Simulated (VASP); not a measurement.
VASP input:

**POSCAR**
```
AlPd3
1
    0.1054790417     3.9960954634     3.5816761119
    3.9960954634     0.1054790417     3.5816761119
    2.0507872526     2.0507872526     0.0000000000
Pd Al
3 1
Direct
  0.0000000000   0.0000000000   0.0000000000
  0.0000000000   0.5000000000   0.0000000000
  0.5000000000   0.0000000000   0.0000000000
  0.5000000000   0.5000000000   0.0000000000
```

INCAR:
```
! general
SYSTEM  = AlPd3
PREC    = Accurate
ENCUT   = 400
LREAL   = .FALSE.
LASPH   = .TRUE.

! electronic loop
EDIFF   = 1E-7
NELM    = 100
ALGO    = Normal
LMAXMIX = 4

! smearing
ISMEAR  = -5

! functional
GGA     = PS

! ions
ISIF    = 2

! output
LWAVE   = .FALSE.
LCHARG  = .TRUE.
LORBIT  = 11
NEDOS   = 601

! other
LEFG    = .TRUE.
```

KPOINTS:
```
Automatic mesh
0
Gamma
8 8 15
0 0 0
```

POTCAR, in this order: Pd Al (PBE.64 set). Program: vasp_std.

Q: Write an equivalent input for Ansatz.

A: One equivalent input (not run):
Ansatz 0.2 input:
```yaml
crystal:
  lattice:
    - [0.1054790, 3.9960955, 3.5816761]
    - [3.9960955, 0.1054790, 3.5816761]
    - [2.0507873, 2.0507873, 0.0000000]
  atoms:
    - { symbol: Pd, position: [0.0000000, 0.0000000, 0.0000000] }
    - { symbol: Pd, position: [0.0000000, 0.5000000, 0.0000000] }
    - { symbol: Pd, position: [0.5000000, 0.0000000, 0.0000000] }
    - { symbol: Al, position: [0.5000000, 0.5000000, 0.0000000] }
kpoints:
  mp_grid: { grid: [8, 8, 15] }
hamiltonian:
  xc: pbesol
  pseudopotentials: { kind: paw }
scf:
  occupations: { method: tetrahedron }
  max_iter: 100
output: { forces: true, stress: true, eigenvalues: true }
```
Limits of the translation: each code has its own PAW files, so the cut-off isn't converted (ENCUT is set for VASP's; basis.ecutwfc is left out, and Ansatz then takes the one that its files recommend); Ansatz stops its SCF on the density residual and VASP on the energy change (EDIFF); the field gradients of LEFG aren't asked of the other code.

The structure was generated: AlPd3 was put into an ordered model structure (Cmmm), which need not be its known phase. It was relaxed first, which changed the volume by -6 %.
